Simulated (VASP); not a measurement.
Here is the system:

```
SnSr3O
1.0
    5.09826     0.00000     0.00000
    0.00000     5.09826     0.00000
    0.00000     0.00000     5.09826
Sr Sn O
3 1 1
Direct
  0.50000   0.00000   0.50000
  0.00000   0.50000   0.50000
  0.50000   0.50000   0.00000
  0.00000   0.00000   0.00000
  0.50000   0.50000   0.50000
```

Level of theory: PBEsol GGA, VASP's PBE PAW potentials (set 64) (plane waves; VASP). Settings: 520 eV cut-off, 7×7×7 Γ-centred mesh, tetrahedra with Blöchl corrections, potentials Sr_sv Sn_d O.

Unless said otherwise, spin-orbit coupling is left out, though it shifts the bands of the heavy elements here.

Task: What does the run give for the energy per atom (σ→0), band gap (on the k-mesh) with the smallest direct gap where there is one?

Result: 
* **band gap (on the k-mesh)**: none (metal, semimetal or under 0.01 eV)
* **energy per atom (σ→0)**: -4.566 eV/atom

The absolute energy has meaning only against runs of the same code, potentials and settings.

The structure comes from a computed database's Sr3SnO entry (Pm-3m); how it stands against other phases isn't given here. It was relaxed first.
